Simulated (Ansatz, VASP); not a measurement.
## Cross-check of Ta2H2NO2 (Ta2N(OH)2 MXene monolayer) between VASP and Ansatz

One calculation is typed for both programs; each brings its own data sets. How far apart do they land? The cell is taken from a series of runs on this material, whose earlier steps may have relaxed, scaled, displaced or heated it; both programs get it as it stands.

Method: plane waves, with VASP 6.6.1 beside it; single point at PBE with D3(BJ) and single point at PBE, spin-orbit coupling, in Ansatz 0.2.0.

**1. The structure**

The cell holds 7 atoms: 2 H, 2 O, 2 Ta and 1 N. Its edges and angles: a = 3.242 Å, b = 3.242 Å, c = 24.637 Å, α = 90.0°, β = 90.0°, γ = 120.0°. Vacuum lies along c.

Coordinates:

```xyz
7
Lattice="3.2424 0.0000 0.0000 -1.6212 2.8080 0.0000 0.0000 0.0000 24.6370" Properties=species:S:1:pos:R:3
H     0.0000    1.8720    9.0000
H     1.6212    0.9360   15.6370
O     0.0000    1.8720    9.9832
O     1.6212    0.9360   14.6538
Ta    1.6212    0.9360   11.2761
Ta    0.0000    1.8720   13.3609
N     0.0000    0.0000   12.3185
```

**2. VASP: single point, PBE with D3(BJ)**

With cell and atoms fixed, the geometry can't cause a difference; cores, projectors, grids and the points listed under the comparison can.

Lines of VASP's logs that name or quote its potential files are left out, and so is its time.

Contents of INCAR:

```
SYSTEM = Ta2H2NO2
PREC = Accurate
ENCUT = 520
EDIFF = 1E-06
NELM = 120
ISMEAR = -1
SIGMA = 0.02585
LREAL = .FALSE.
ALGO = Normal
GGA = PE
IVDW = 12
NBANDS = 27
LASPH = .TRUE.
LORBIT = 11
LWAVE = .FALSE.
LCHARG = .FALSE.
ISIF = 2
LDIPOL = .TRUE.
IDIPOL = 3
DIPOL = 0.5 0.5 0.5
LVHAR = .TRUE.
GGA_COMPAT = .FALSE.
NELMDL = -8
KPAR = 2
```

Contents of POSCAR:

```
Ta2H2NO2
1.0
    3.2424174675      0.0000000000      0.0000000000
   -1.6212087338      2.8080158965      0.0000000000
    0.0000000000      0.0000000000     24.6369789533
H O Ta N
2 2 2 1
Direct
    0.3333333333      0.6666666667      0.3653045293
    0.6666666667      0.3333333333      0.6346954707
    0.3333333333      0.6666666667      0.4052109830
    0.6666666667      0.3333333333      0.5947890170
    0.6666666667      0.3333333333      0.4576889833
    0.3333333333      0.6666666667      0.5423110167
    0.0000000000      0.0000000000      0.5000000000
```

Contents of KPOINTS:

```
Automatic mesh
0
Gamma
18 18 1
0 0 0
```

The projector-augmented-wave data sets are H, O, Ta_pv and N (PBE family, release 64).

On the command line:

```
$ mpirun -np 2 vasp_std
```

Numbers of over 12 decimals in the logs are rounded to 6 here.

Log:

```text
[banner, memory and clock lines left out]
running    2 mpi-ranks, on    1 nodes
 distrk:  each k-point on    1 cores,    2 groups
 distr:  one band on    1 cores,    1 groups

 POSCAR found type information on POSCAR H O TaN
 POSCAR found :  4 types and       7 ions
 LDA part: xc-table for (Slater+PW92), standard interpolation
 POSCAR, INCAR and KPOINTS ok, starting setup
 FFT: planning ... GRIDC
 FFT: planning ... GRID_SOFT
 FFT: planning ... GRID
 WAVECAR not read
 entering main loop
       N       E                     dE             d eps       ncg     rms          rms(c)
DAV:   1     0.356243470262E+03    0.35624E+03   -0.21052E+04  2302   0.125E+03
DAV:   2    -0.246070590562E+02   -0.38085E+03   -0.37397E+03  2552   0.325E+02
DAV:   3    -0.618546208231E+02   -0.37248E+02   -0.36678E+02  2350   0.100E+02
DAV:   4    -0.631101208049E+02   -0.12555E+01   -0.12410E+01  2729   0.184E+01
DAV:   5    -0.631332138043E+02   -0.23093E-01   -0.23054E-01  2572   0.241E+00
DAV:   6    -0.631339056896E+02   -0.69189E-03   -0.69162E-03  2793   0.421E-01
DAV:   7    -0.631339273665E+02   -0.21677E-04   -0.21667E-04  2580   0.710E-02
DAV:   8    -0.631339282819E+02   -0.91545E-06   -0.91526E-06  2577   0.145E-02    0.328E+01
DAV:   9    -0.558486700464E+02    0.72853E+01   -0.40874E+01  2626   0.361E+01    0.144E+01
DAV:  10    -0.555828407288E+02    0.26583E+00   -0.23195E+00  2788   0.895E+00    0.717E+00
DAV:  11    -0.555420771970E+02    0.40764E-01   -0.64875E-01  2746   0.589E+00    0.986E-01
DAV:  12    -0.554975269754E+02    0.44550E-01   -0.19374E-01  2796   0.265E+00    0.385E-01
DAV:  13    -0.554959490860E+02    0.15779E-02   -0.49944E-02  2535   0.978E-01    0.208E-01
DAV:  14    -0.554950216792E+02    0.92741E-03   -0.59160E-03  2553   0.425E-01    0.816E-02
DAV:  15    -0.554949902313E+02    0.31448E-04   -0.86326E-04  2438   0.190E-01    0.451E-02
DAV:  16    -0.554949010495E+02    0.89182E-04   -0.17069E-04  2788   0.924E-02    0.184E-02
DAV:  17    -0.554948421662E+02    0.58883E-04   -0.11229E-04  2579   0.512E-02    0.109E-02
DAV:  18    -0.554947897948E+02    0.52371E-04   -0.86016E-05  2411   0.263E-02    0.123E-02
DAV:  19    -0.554947871367E+02    0.26581E-05   -0.28834E-05  2240   0.160E-02    0.471E-03
DAV:  20    -0.554947873028E+02   -0.16617E-06   -0.56218E-06  1955   0.725E-03
   1 F= -.56758253E+02 E0= -.56754359E+02  d E =-.778914E-02
```

Parts of OUTCAR (step 2):

```text
ion  position               nearest neighbor table
   1  0.333  0.667  0.365-   3 0.98
   2  0.667  0.333  0.635-   4 0.98
   3  0.333  0.667  0.405-   1 0.98   5 2.28   5 2.28   5 2.28
   4  0.667  0.333  0.595-   2 0.98   6 2.28   6 2.28   6 2.28
   5  0.667  0.333  0.458-   7 2.14   7 2.14   7 2.14   3 2.28   3 2.28   3 2.28   6 2.80   6 2.80
                             6 2.80
   6  0.333  0.667  0.542-   7 2.14   7 2.14   7 2.14   4 2.28   4 2.28   4 2.28   5 2.80   5 2.80
                             5 2.80
   7  0.000  0.000  0.500-   5 2.14   6 2.14   6 2.14   5 2.14   5 2.14   6 2.14

  LATTYP: Found a hexagonal cell.
 ALAT       =     3.2424174675
 C/A-ratio  =     7.5983364882

 Subroutine GETGRP returns: Found 12 space group operations
 (whereof 12 operations were pure point group operations)

The static configuration has the point symmetry D_3d.

 Found     37 irreducible k-points:

   k-points           NKPTS =     37   k-points in BZ     NKDIM =     37   number of bands    NBANDS=     27

   dimension x,y,z NGX =    24 NGY =   24 NGZ =  192
   dimension x,y,z NGXF=    48 NGYF=   48 NGZF=  384

   ENCUT  =  520.0 eV  38.22 Ry    6.18 a.u.   6.03  6.03 45.81*2*pi/ulx,y,z

   NELECT =      41.0000    total number of electrons

 k-points in reciprocal lattice and weights: Automatic mesh
   0.00000000  0.00000000  0.00000000       0.003
   0.05555556  0.00000000  0.00000000       0.019
   0.11111111  0.00000000  0.00000000       0.019
   0.16666667 -0.00000000  0.00000000       0.019
   0.22222222  0.00000000  0.00000000       0.019
   0.27777778  0.00000000  0.00000000       0.019
   0.33333333 -0.00000000  0.00000000       0.019
   0.38888889 -0.00000000  0.00000000       0.019
   0.44444444  0.00000000  0.00000000       0.019
[...]
0.33333333  0.27777778  0.00000000       0.037
   0.33333333  0.33333333  0.00000000       0.006

 dipolmoment           0.000000      0.000000      0.000000 electrons x Angstroem

 average (electrostatic) potential at core
       1 -42.2460       2 -42.2460       3 -78.6094       4 -78.6094       5 -44.1203
       6 -44.1203       7 -71.2447

 E-fermi :   0.2314

 k-point     1 :       0.0000    0.0000    0.0000
  band No.  band energies     occupation
    ...
     19      -2.0490      2.00000
     20      -2.0490      2.00000
     21      -0.6406      2.00000
     22      -0.1561      2.00000
     23      -0.0414      1.99995
     24       0.3438      0.02555
     25       1.9839      0.00000
     26       1.9853      0.00000
     27       1.9870      0.00000

 k-point     2 :       0.0556    0.0000    0.0000
  band No.  band energies     occupation
    ...
     19      -2.1369      2.00000
     20      -1.9675      2.00000
     21      -0.5498      2.00000
     22      -0.0560      1.99997
     23      -0.0375      1.99994
     24       0.4090      0.00208
     25       1.8759      0.00000
     26       1.9582      0.00000
     27       2.0525      0.00000

 k-point     3 :       0.1111    0.0000    0.0000
  band No.  band energies     occupation
    ...
     19      -2.3610      2.00000
     20      -1.7399      2.00000
     21      -0.3873      2.00000
     22       0.0335      1.99905
     23       0.0987      1.98830
     24       0.6760      0.00000
     25       1.7283      0.00000
     26       1.9698      0.00000
     27       2.0408      0.00000

 Edisp (eV)   -1.26347

  Total       0.09736     0.09736     0.38799    -0.00000    -0.00000     0.00000
  in kB       0.69543     0.69543     2.77124    -0.00000    -0.00000     0.00000
  external pressure =        1.39 kB  Pullay stress =        0.00 kB

  energy-cutoff  :      520.00
  volume of cell :      224.31
      direct lattice vectors                 reciprocal lattice vectors
     3.242417468  0.000000000  0.000000000     0.308411859  0.178061670  0.000000000
    -1.621208734  2.808015897  0.000000000     0.000000000  0.356123340  0.000000000
     0.000000000  0.000000000 24.636978953     0.000000000  0.000000000  0.040589392

 POSITION                                       TOTAL-FORCE (eV/Angst)
 -----------------------------------------------------------------------------------
     -0.00000      1.87201      9.00000        -0.000000      0.000000     -0.081545
      1.62121      0.93601     15.63698        -0.000000      0.000000      0.081545
     -0.00000      1.87201      9.98317         0.000000      0.000000      0.052774
      1.62121      0.93601     14.65380         0.000000     -0.000000     -0.052774
      1.62121      0.93601     11.27607        -0.000000      0.000000     -0.104226
     -0.00000      1.87201     13.36091         0.000000     -0.000000      0.104226
      0.00000      0.00000     12.31849        -0.000000      0.000000      0.000000
 -----------------------------------------------------------------------------------
    total drift:                                0.000000      0.000000      0.000000

  FREE ENERGIE OF THE ION-ELECTRON SYSTEM (eV)
  ---------------------------------------------------
  free  energy   TOTEN  =       -56.7582534495 eV

  energy  without entropy=      -56.7504643101  energy(sigma->0) =      -56.75435888

 vacuum level on the upper side and lower side of the slab         3.015         3.015

 total charge
# of ion       s       p       d       tot
------------------------------------------
    1        0.595   0.117   0.000   0.713
    2        0.595   0.117   0.000   0.713
    3        1.552   3.569   0.000   5.122
    4        1.552   3.569   0.000   5.122
    5        0.265   6.188   2.509   8.962
    6        0.265   6.188   2.509   8.962
    7        1.234   2.551   0.000   3.785
--------------------------------------------------
tot          6.059  22.300   5.019  33.378

[... 3 further parts left out ...]
```

(Part 1 of 2 ends here.)

[Lines on the potential files, build, host, timing and source positions are cut from VASP's logs without a mark.]

[Logs are printed without paths, hosts, clocks, repeated set-up lines and the standing remarks that a program may print on its own settings, such as how far it seeks lower states.]

[Hosts, paths, dates, database ids (printed as entryN), source tags and the programs' standing remarks are cut or masked in the printed files.]
